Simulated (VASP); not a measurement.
## SnC2: structure and properties in VASP

What structure does SnC2 take at this level, and what are its properties? The steps: rough relaxation of the start cell, relaxing cell and atoms (BEEF-vdW), single point with fields (BEEF-vdW), bands along the symmetry lines (BEEF-vdW), density of states (BEEF-vdW), elastic tensor by finite strains (BEEF-vdW) and bands along the symmetry lines (HSE06). The cell is invented: it takes the structure of COD entry 1522125, SrC2 (space group 139 there), with some of its atoms replaced by other elements, volume scaled by an estimate. It may not be a known or stable phase.

Program: VASP 6.6.1. Level of theory: BEEF-vdW; plane waves and PAW (Sn_d, C), in the first sound run; inputs show where later runs differ. Results are calculated unless marked as measured.

## (1) Starting point

Before any relaxation, the start is as follows. Symmetry: I4/mmm, No. 139, tetragonal system. Conventional cell: a = 4.081 Å, b = 4.081 Å, c = 6.711 Å, α = 90.00°, β = 90.00°, γ = 90.00°. Nearest to Sn lie 2 C at 2.76 Å. Nearest to C lie 1 C at 1.18 Å and 1 Sn at 2.76 Å. It derives from SrC2. it takes the structure of COD entry 1522125, SrC2 (space group 139 there), with some of its atoms replaced by other elements, volume scaled by an estimate. Farther neighbours are not listed.

## (2) Rough relaxation of the start cell

The start is only an estimate, so a cheap relaxation brings it near a minimum before any careful run. BEEF-vdW is fitted to surface and molecular data. LUSE_VDW switches on a nonlocal correlation term for dispersion.

Contents of INCAR:

```
SYSTEM = SnC2
PREC = Normal
ENCUT = 520
EDIFF = 1E-05
NELM = 60
ISMEAR = 0
SIGMA = 0.05
LREAL = .FALSE.
ALGO = Fast
GGA = BF
LUSE_VDW = .TRUE.
ZAB_VDW = -1.8867
LASPH = .TRUE.
NBANDS = 17
LORBIT = 11
LWAVE = .FALSE.
LCHARG = .FALSE.
IBRION = 2
NSW = 40
ISIF = 3
EDIFFG = -0.04
```

Contents of POSCAR:

```
SnC2
1.0
   -2.0404110000      2.0404110000      3.3554730000
    2.0404110000     -2.0404110000      3.3554730000
    2.0404110000      2.0404110000     -3.3554730000
Sn C
1 2
Direct
    0.0000000000      0.0000000000      0.0000000000
    0.4120000000      0.4120000000      0.0000000000
    0.5880000000      0.5880000000      0.0000000000
```

Contents of KPOINTS:

```
Automatic mesh
0
Gamma
6 6 6
0 0 0
```

The projector-augmented-wave data sets are Sn_d and C (PBE family, release 64).

Started as:

```console
> mpirun -np 1 vasp_std
```

Output:

```text
[banner, memory and clock lines left out]
running    1 mpi-ranks, on    1 nodes
 distrk:  each k-point on    1 cores,    1 groups
 distr:  one band on    1 cores,    1 groups

 POSCAR found type information on POSCAR SnC
 POSCAR found :  2 types and       3 ions

     **************************************************************************
     Initializing libbeef V0.1.3 with the BEEF-vdW functional.
     **************************************************************************

|                                                                             |
|               ----> ADVICE to this user running VASP <----                  |
|                                                                             |
|     You have switched on vdW-DFT.                                           |
|     This routine was written and supplied by Jiri Klimes. We recommend      |
|     that you carefully read and cite the following publications:            |
|       J. Klimes, D.R. Bowler, A. Michelides                                 |
|          J. Phys.: Cond Matt. 22 022201 (2010)                              |
|       J. Klimes, D.R. Bowler, A. Michelides                                 |
|          Phys. Rev. B. 83, 195131 (2011)                                    |
|     and references therein.                                                 |
|                                                                             |

|                                                                             |
|               ----> ADVICE to this user running VASP <----                  |
|                                                                             |
|     You enforced a specific xc type in the INCAR file but a different       |
|     [... a line on the potential file left out ...]
|     I HOPE YOU KNOW WHAT YOU ARE DOING!                                     |
|                                                                             |

 LDA part: xc-table for (Slater+PW92), standard interpolation
 POSCAR, INCAR and KPOINTS ok, starting setup
 FFT: planning ... GRIDC
 FFT: planning ... GRID_SOFT
 FFT: planning ... GRID
 WAVECAR not read
 entering main loop
       N       E                     dE             d eps       ncg     rms          rms(c)
DAV:   1     0.157013049253E+03    0.15701E+03   -0.11329E+04  1029   0.160E+03
DAV:   2    -0.175371996284E+01   -0.15877E+03   -0.15355E+03  1229   0.369E+02
DAV:   3    -0.167175615219E+02   -0.14964E+02   -0.14889E+02  1318   0.108E+02
DAV:   4    -0.171039680629E+02   -0.38641E+00   -0.38604E+00  1095   0.192E+01
DAV:   5    -0.171185154551E+02   -0.14547E-01   -0.14547E-01  1386   0.351E+00    0.104E+01
RMM:   6    -0.125808985176E+02    0.45376E+01   -0.58331E+00  1091   0.103E+01    0.409E+00
RMM:   7    -0.124637714472E+02    0.11713E+00   -0.17648E+00  1071   0.709E+00    0.223E+00
RMM:   8    -0.124981741582E+02   -0.34403E-01   -0.19064E-01  1077   0.379E+00    0.890E-01
RMM:   9    -0.124533158131E+02    0.44858E-01   -0.76728E-02  1095   0.170E+00    0.107E-01
RMM:  10    -0.124542511808E+02   -0.93537E-03   -0.10461E-02  1154   0.781E-01    0.904E-02
RMM:  11    -0.124543677061E+02   -0.11653E-03   -0.17103E-03  1199   0.380E-01    0.302E-02
RMM:  12    -0.124544364044E+02   -0.68698E-04   -0.40245E-04  1146   0.172E-01    0.116E-02
RMM:  13    -0.124544475716E+02   -0.11167E-04   -0.13293E-04  1120   0.109E-01    0.734E-03
RMM:  14    -0.124544499231E+02   -0.23514E-05   -0.29880E-05   893   0.499E-02
   1 F= -.12454450E+02 E0= -.12454450E+02  d E =-.124544E+02
 curvature:   0.00 expect dE= 0.000E+00 dE for cont linesearch  0.000E+00
 trial: gam= 0.00000 g(F)=  0.691E+01 g(S)=  0.119E+01 ort = 0.000E+00 (trialstep = 0.100E+01)
 search vector abs. value=  0.810E+01
 bond charge predicted
       N       E                     dE             d eps       ncg     rms          rms(c)
DAV:   1    -0.101369008043E+02    0.23175E+01   -0.70828E+02  1312   0.251E+02    0.144E+01
RMM:   2    -0.689717868494E+01    0.32397E+01   -0.40543E+01  1104   0.530E+01    0.687E+00
RMM:   3    -0.683953951269E+01    0.57639E-01   -0.66447E+00  1103   0.242E+01    0.458E+00
RMM:   4    -0.663997862588E+01    0.19956E+00   -0.13258E+00  1171   0.123E+01    0.117E+00
RMM:   5    -0.667159996415E+01   -0.31621E-01   -0.66321E-01  1226   0.628E+00    0.807E-01
RMM:   6    -0.668849883624E+01   -0.16899E-01   -0.11517E-01  1281   0.262E+00    0.436E-01
RMM:   7    -0.669672492993E+01   -0.82261E-02   -0.10676E-01  1258   0.129E+00    0.982E-02
RMM:   8    -0.669721149117E+01   -0.48656E-03   -0.56303E-03  1315   0.492E-01    0.384E-02
RMM:   9    -0.669733729113E+01   -0.12580E-03   -0.10441E-03  1360   0.261E-01    0.179E-02
RMM:  10    -0.669734816136E+01   -0.10870E-04   -0.18838E-04  1164   0.877E-02    0.782E-03
RMM:  11    -0.669735183127E+01   -0.36699E-05   -0.38068E-05   839   0.404E-02
   2 F= -.66973518E+01 E0= -.66959347E+01  d E =0.575710E+01
[... from here on, the cycles between the ionic steps are left out ...]
   3 F= -.79711273E+01 E0= -.79691521E+01  d E =0.448332E+01
   4 F= -.10305316E+02 E0= -.10305039E+02  d E =0.214913E+01
   5 F= -.12105993E+02 E0= -.12105993E+02  d E =0.348457E+00
   6 F= -.12628718E+02 E0= -.12628718E+02  d E =-.174268E+00
   7 F= -.12778923E+02 E0= -.12778923E+02  d E =-.324473E+00
   8 F= -.12799081E+02 E0= -.12799081E+02  d E =-.344631E+00
   9 F= -.12799159E+02 E0= -.12799159E+02  d E =-.344709E+00
  10 F= -.12799153E+02 E0= -.12799153E+02  d E =-.344703E+00
  11 F= -.12806063E+02 E0= -.12806063E+02  d E =-.690971E-02
  12 F= -.12806871E+02 E0= -.12806871E+02  d E =-.771801E-02
  13 F= -.12807198E+02 E0= -.12807198E+02  d E =-.804531E-02
  14 F= -.12795269E+02 E0= -.12795269E+02  d E =0.119294E-01
 trial-energy change:    0.011929  1 .order    0.011600   -0.004598    0.027798
 step:   0.1218(harm=  0.1282)  dis= 0.00145  next Energy=   -12.807507 (dE=-0.309E-03)
 bond charge predicted
       N       E                     dE             d eps       ncg     rms          rms(c)
DAV:   1    -0.128112351322E+02   -0.15971E-01   -0.62175E-01  1048   0.711E+00    0.367E-01
RMM:   2    -0.128082237722E+02    0.30114E-02   -0.14652E-02  1059   0.121E+00    0.199E-01
RMM:   3    -0.128075184835E+02    0.70529E-03   -0.28636E-03  1089   0.616E-01    0.777E-02
RMM:   4    -0.128074935535E+02    0.24930E-04   -0.51610E-04  1164   0.226E-01    0.216E-02
RMM:   5    -0.128075066202E+02   -0.13067E-04   -0.13717E-04  1204   0.126E-01    0.640E-03
RMM:   6    -0.128075088550E+02   -0.22348E-05   -0.34203E-05   858   0.619E-02
  15 F= -.12807509E+02 E0= -.12807509E+02  d E =-.310608E-03
 curvature:  -0.09 expect dE=-0.287E-04 dE for cont linesearch -0.123E-06
 trial: gam= 0.03096 g(F)=  0.290E-04 g(S)=  0.298E-03 ort = 0.989E-04 (trialstep = 0.747E+00)
 search vector abs. value=  0.339E-03
 reached required accuracy - stopping structural energy minimisation
```

Wall time 7.8 min (1 MPI rank of AMD EPYC 7R43, shared host); peak memory 0.31 GiB.

The logs omit lines about the potential files and the build; timing stands in the text.

OUTCAR, selected parts (step 2):

```text
ion  position               nearest neighbor table
   1  0.000  0.000  0.000-   2 2.76   3 2.76
   2  0.412  0.412  0.000-   3 1.18   1 2.76
   3  0.588  0.588  0.000-   2 1.18   1 2.76

  LATTYP: Found a body centered tetragonal cell.
 ALAT       =     4.0808220000
 C/A-ratio  =     1.6445083858

 Subroutine GETGRP returns: Found 16 space group operations
 (whereof 16 operations were pure point group operations)

The static configuration has the point symmetry D_4h.

 Found     30 irreducible k-points:

   k-points           NKPTS =     30   k-points in BZ     NKDIM =     30   number of bands    NBANDS=     17

   dimension x,y,z NGX =    28 NGY =   28 NGZ =   28
   dimension x,y,z NGXF=    56 NGYF=   56 NGZF=   56

   ENCUT  =  520.0 eV  38.22 Ry    6.18 a.u.   8.23  8.23  8.23*2*pi/ulx,y,z

   NELECT =      22.0000    total number of electrons

 k-points in reciprocal lattice and weights: Automatic mesh
   0.00000000  0.00000000  0.00000000       0.005
   0.16666667  0.00000000  0.00000000       0.037
   0.33333333  0.00000000 -0.00000000       0.037
   0.50000000  0.00000000 -0.00000000       0.019
   0.16666667  0.16666667 -0.00000000       0.037
   0.33333333  0.16666667 -0.00000000       0.074
   0.50000000  0.16666667  0.00000000       0.074
  -0.33333333  0.16666667  0.00000000       0.074
  -0.16666667  0.16666667  0.00000000       0.019
[...]
-0.33333333 -0.33333333  0.33333333       0.009
   0.50000000  0.50000000  0.50000000       0.005

 average (electrostatic) potential at core
       1-103.3057       2 -50.2849       3 -50.2849

 E-fermi :   4.5816

 k-point     1 :       0.0000    0.0000    0.0000
  band No.  band energies     occupation
    ...
      7      -2.8807      2.00000
      8      -0.2863      2.00000
      9       1.3100      2.00000
     10       1.3100      2.00000
     11       3.9622      2.00000
     12       7.3538      0.00000
     13       7.3538      0.00000
     14       7.3560      0.00000
     15       8.6491      0.00000
     16       8.6491      0.00000
    ...

 k-point     2 :       0.1667    0.0000    0.0000
  band No.  band energies     occupation
    ...
      7      -3.0913      2.00000
      8      -0.2226      2.00000
      9       1.2761      2.00000
     10       1.3331      2.00000
     11       3.5573      2.00000
     12       6.7641      0.00000
     13       7.3511      0.00000
     14       7.5858      0.00000
     15       8.4131      0.00000
     16       8.7728      0.00000
    ...

 k-point     3 :       0.3333    0.0000   -0.0000
  band No.  band energies     occupation
    ...
      7      -3.4876      2.00000
      8      -0.0734      2.00000
      9       0.9190      2.00000
     10       1.3963      2.00000
     11       3.3139      2.00000
     12       5.9208      0.00000
     13       6.7416      0.00000
     14       7.0352      0.00000
     15       8.8859      0.00000
     16      10.4103      0.00000
    ...

Total vdW correction in eV:      3.5878888

  Total        0.0869902      0.0869902      0.0580697      0.0000000      0.0000000      0.0000000
  in kB        2.4941254      2.4941254      1.6649349      0.0000000      0.0000000      0.0000000
  external PRESSURE =       2.2177286 kB  Pullay stress =       0.0000000 kB

  energy-cutoff  :      520.00
  volume of cell :       55.88
      direct lattice vectors                 reciprocal lattice vectors
    -2.052423379  2.052423379  3.316415514     0.000000000  0.243614454  0.150765185
     2.052423379 -2.052423379  3.316415514     0.243614454  0.000000000  0.150765185
     2.052423379  2.052423379 -3.316415514     0.243614454  0.243614454  0.000000000

 POSITION                                       TOTAL-FORCE (eV/Angst)
 -----------------------------------------------------------------------------------
      0.00000      0.00000      0.00000         0.000000      0.000000      0.000000
      0.00000      0.00000      2.68148         0.000000      0.000000      0.017339
      0.00000      0.00000      3.95135        -0.000000     -0.000000     -0.017339
 -----------------------------------------------------------------------------------
    total drift:                               -0.000000     -0.000000      0.000000

  FREE ENERGIE OF THE ION-ELECTRON SYSTEM (eV)
  ---------------------------------------------------
  free  energy   TOTEN  =       -12.8075088550 eV

  energy  without entropy=      -12.8075088550  energy(sigma->0) =      -12.80750885

Total vdW correction in eV:      3.5879310

 reached required accuracy - stopping structural energy minimisation

 total charge
# of ion       s       p       d       tot
------------------------------------------
    1        1.493   0.490   9.979  11.962
    2        0.966   1.529   0.000   2.495
    3        0.966   1.529   0.000   2.495
--------------------------------------------------
tot          3.425   3.548   9.979  16.951

[... 3 further parts left out ...]
```

CONTCAR:

```
SnC2
   1.00000000000000
    -2.0524233790549378    2.0524233790549378    3.3164155140032983
     2.0524233790549378   -2.0524233790549378    3.3164155140032983
     2.0524233790549378    2.0524233790549378   -3.3164155140032983
  Sn              C
     1     2
Direct
     0.0000000000000000    0.0000000000000000    0.0000000000000000
     0.4042743433208116    0.4042743433208116    0.0000000000000000
     0.5957256566791881    0.5957256566791881    0.0000000000000000
```

The gap is read on the k-mesh alone, so it is an upper bound where the band edges lie off the mesh. This relaxation is a rough one on cheap settings, only to bring the start near its minimum. The PAW data sets were made with PBE, which is usual practice but a small mismatch for other functionals. The run keeps the 16 symmetry operations of its start, so it cannot find a distortion of lower symmetry.

Step by step:

| step | energy less that of the first step (eV) | largest force (eV/Å) | pressure (GPa) | volume (Å³) |
| --- | --- | --- | --- | --- |
| 1 | 0.0000 | 8.4645 | 8.57 | 55.88 |
| 2 | 5.7571 | 2.1841 | -16.14 | 63.99 |
| 3 | 4.4833 | 5.1397 | -16.01 | 61.62 |
| 4 | 2.1491 | 8.5007 | -13.92 | 59.15 |
| 5 | 0.3485 | 6.9654 | -9.70 | 57.42 |
| 6 | -0.1743 | 4.0908 | -5.56 | 56.70 |
| 7 | -0.3245 | 1.4867 | -2.21 | 56.29 |
| 8 | -0.3446 | 0.0177 | -0.34 | 56.10 |
| 9 | -0.3447 | 0.1145 | -0.20 | 56.09 |
| 10 | -0.3447 | 0.1506 | -0.18 | 56.08 |
| 11 | -0.3516 | 0.1737 | 0.14 | 55.94 |
| 12 | -0.3524 | 0.1953 | 0.53 | 55.80 |
| 13 | -0.3527 | 0.1935 | 0.43 | 55.84 |
| 14 | -0.3408 | 1.2873 | -1.34 | 56.14 |
| 15 | -0.3531 | 0.0173 | 0.22 | 55.88 |

| conventional cell, symmetrised | before | after | change |
| --- | --- | --- | --- |
| a (Å) | 4.081 | 4.105 | +0.6 % |
| b (Å) | 4.081 | 4.105 | +0.6 % |
| c (Å) | 6.711 | 6.633 | -1.2 % |
| volume (Å³/atom) | 18.63 | 18.63 | +0.0 % |

The atoms that moved most (Å, as changes of fractional coordinates times the final cell):

| atom | dx | dy | dz | length |
| --- | --- | --- | --- | --- |
| C3 | 0.000 | 0.000 | 0.051 | 0.051 |
| C2 | 0.000 | 0.000 | -0.051 | 0.051 |

The relaxed structure:

```
Sn C
1.0
    -2.05242    2.05242    3.31642
     2.05242   -2.05242    3.31642
     2.05242    2.05242   -3.31642
Sn C
1 2
Direct
  0.00000 0.00000 0.00000
  0.40427 0.40427 0.00000
  0.59573 0.59573 0.00000
```

This step gave:

* electrons: 22
* bands: 17
* irreducible k-points: 30
* symmetry operations: 16
* free energy (TOTEN): -12.81 eV
* Fermi energy: 4.582 eV
* pressure: 0.2218 GPa
* metallic: no
* valence top at k: -0.1667, 0.1667, 0.1667
* conduction bottom at k: 0.5, 0, 0
* least direct gap at k: -0.1667, 0.1667, 0.1667
* SCF cycles over all ionic steps: 105
* gap on the k-mesh: 1.024 eV
* least direct gap on the k-mesh: 1.795 eV

It ends with a largest force of 0.017 eV/Å and a pressure of 0.22 GPa.

(Part 1 of 5 ends here.)

[Lines on the potential files, build, host, timing and source positions are cut from VASP's logs without a mark.]

[Logs are printed without paths, hosts, clocks, repeated set-up lines and the standing remarks that a program may print on its own settings, such as how far it seeks lower states.]

[Hosts, paths, dates, database ids (printed as entryN), source tags and the programs' standing remarks are cut or masked in the printed files.]

[A measured line is paired with the nearest computed mode of its activity, which favours agreement.]
